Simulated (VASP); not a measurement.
All values below come from PBE GGA, VASP's PBE PAW potentials (set 64) (plane waves; VASP).

VASP ran on this input.

File KPOINTS:
```
Regular mesh
0
G
7 7 7
```

### POSCAR
```
SnTe
1
    0.0000000000     3.1858150000     3.1858150000
    3.1858150000     0.0000000000     3.1858150000
    3.1858150000     3.1858150000     0.0000000000
Sn Te
1 1
Direct
  0.0000000000   0.0000000000   0.0000000000
  0.5000000000   0.5000000000   0.5000000000
```

**INCAR**
```
SYSTEM = SnTe
PREC = Accurate
ENCUT = 480
EDIFF = 1E-6
NELM = 100
ALGO = Normal
LREAL = .FALSE.
LASPH = .TRUE.
ISMEAR = 0
SIGMA = 0.05
GGA = PE
LMAXMIX = 4
LWAVE = .FALSE.
LCHARG = .FALSE.
IBRION = 2
ISIF = 3
NSW = 60
EDIFFG = -0.01
```

POTCAR, in this order: Sn Te (PBE.64 set). Program: vasp_std.

Output of the run:

OSZICAR:
```
       N       E                     dE             d eps       ncg     rms          rms(c)
DAV:   1     0.254678456853E+02    0.25468E+02   -0.35762E+03   360   0.797E+02
DAV:   2    -0.637955788359E+01   -0.31847E+02   -0.30812E+02   525   0.102E+02
DAV:   3    -0.761152005668E+01   -0.12320E+01   -0.12303E+01   449   0.246E+01
DAV:   4    -0.762311944914E+01   -0.11599E-01   -0.11598E-01   440   0.283E+00
DAV:   5    -0.762326650717E+01   -0.14706E-03   -0.14706E-03   476   0.279E-01    0.435E+00
DAV:   6    -0.756316530418E+01    0.60101E-01   -0.19231E-01   389   0.182E+00    0.277E+00
DAV:   7    -0.756241361122E+01    0.75169E-03   -0.64202E-02   443   0.121E+00    0.780E-01
DAV:   8    -0.756264948724E+01   -0.23588E-03   -0.67743E-03   382   0.428E-01    0.177E-01
DAV:   9    -0.756282343814E+01   -0.17395E-03   -0.46131E-04   387   0.157E-01    0.356E-02
DAV:  10    -0.756282698574E+01   -0.35476E-05   -0.38691E-05   436   0.395E-02    0.195E-02
DAV:  11    -0.756283600135E+01   -0.90156E-05   -0.26995E-05   366   0.340E-02    0.162E-02
DAV:  12    -0.756283580081E+01    0.20054E-06   -0.14167E-06   221   0.785E-03
   1 F= -.75628358E+01 E0= -.75628358E+01  d E =-.756284E+01
       N       E                     dE             d eps       ncg     rms          rms(c)
DAV:   1    -0.757159584715E+01   -0.87598E-02   -0.16696E-01   376   0.217E+00    0.436E-01
DAV:   2    -0.756577892966E+01    0.58169E-02   -0.15309E-02   372   0.616E-01    0.187E-01
DAV:   3    -0.756458680729E+01    0.11921E-02   -0.35447E-03   386   0.308E-01    0.105E-01
DAV:   4    -0.756444395231E+01    0.14285E-03   -0.12450E-04   389   0.776E-02    0.107E-01
DAV:   5    -0.756438418995E+01    0.59762E-04   -0.14700E-04   382   0.702E-02    0.301E-02
DAV:   6    -0.756438494647E+01   -0.75653E-06   -0.53817E-06   373   0.158E-02
   2 F= -.75643849E+01 E0= -.75643849E+01  d E =-.154915E-02
       N       E                     dE             d eps       ncg     rms          rms(c)
DAV:   1    -0.756476415221E+01   -0.37996E-03   -0.66781E-03   376   0.436E-01    0.881E-02
DAV:   2    -0.756453378682E+01    0.23037E-03   -0.60090E-04   372   0.122E-01    0.363E-02
DAV:   3    -0.756448880490E+01    0.44982E-04   -0.14262E-04   376   0.620E-02    0.215E-02
DAV:   4    -0.756448395094E+01    0.48540E-05   -0.50818E-06   384   0.157E-02    0.215E-02
DAV:   5    -0.756448209804E+01    0.18529E-05   -0.57984E-06   372   0.140E-02    0.576E-03
DAV:   6    -0.756448196037E+01    0.13768E-06   -0.20933E-07   180   0.319E-03
   3 F= -.75644820E+01 E0= -.75644820E+01  d E =-.164616E-02
```

OUTCAR:
```
------------------------ aborting loop because EDIFF is reached ----------------------------------------
  FORCE on cell =-STRESS in cart. coord.  units (eV):
  Direction    XX          YY          ZZ          XY          YZ          ZX
  --------------------------------------------------------------------------------------
  Total        0.0021379      0.0021379      0.0021379     -0.0000000      0.0000000      0.0000000
  in kB        0.0522351      0.0522351      0.0522351     -0.0000000      0.0000000      0.0000000
  external PRESSURE =       0.0522351 kB  Pullay stress =       0.0000000 kB
  volume of cell :       65.57
      direct lattice vectors                 reciprocal lattice vectors
     0.000000000  3.200612952  3.200612952    -0.156220076  0.156220076  0.156220076
     3.200612952 -0.000000000  3.200612952     0.156220076 -0.156220076  0.156220076
     3.200612952  3.200612952  0.000000000     0.156220076  0.156220076 -0.156220076
 POSITION                                       TOTAL-FORCE (eV/Angst)
 -----------------------------------------------------------------------------------
      0.00000      0.00000      0.00000         0.000000      0.000000      0.000000
      3.20061      3.20061      3.20061        -0.000000      0.000000     -0.000000
 -----------------------------------------------------------------------------------
    total drift:                                0.000000     -0.000000     -0.000000
  FREE ENERGIE OF THE ION-ELECTRON SYSTEM (eV)
  ---------------------------------------------------
  free  energy   TOTEN  =        -7.5644819604 eV

  energy  without entropy=       -7.5644819604  energy(sigma->0) =       -7.56448196

 reached required accuracy - stopping structural energy minimisation
```
(Selected blocks of OUTCAR.)

### CONTCAR
```
SnTe
   1.00000000000000
     0.0000000000000000    3.2006129519818090    3.2006129519818090
     3.2006129519818090   -0.0000000000000000    3.2006129519818090
     3.2006129519818090    3.2006129519818090    0.0000000000000000
  Sn              Te
     1     1
Direct
     0.0000000000000000    0.0000000000000000    0.0000000000000000
     0.5000000000000000    0.5000000000000000    0.5000000000000000
```

The structure comes from a computed database's SnTe entry (Fm-3m); how it stands against other phases isn't given here. This run relaxes it. Symmetry was kept, so distortions that lower it aren't found.
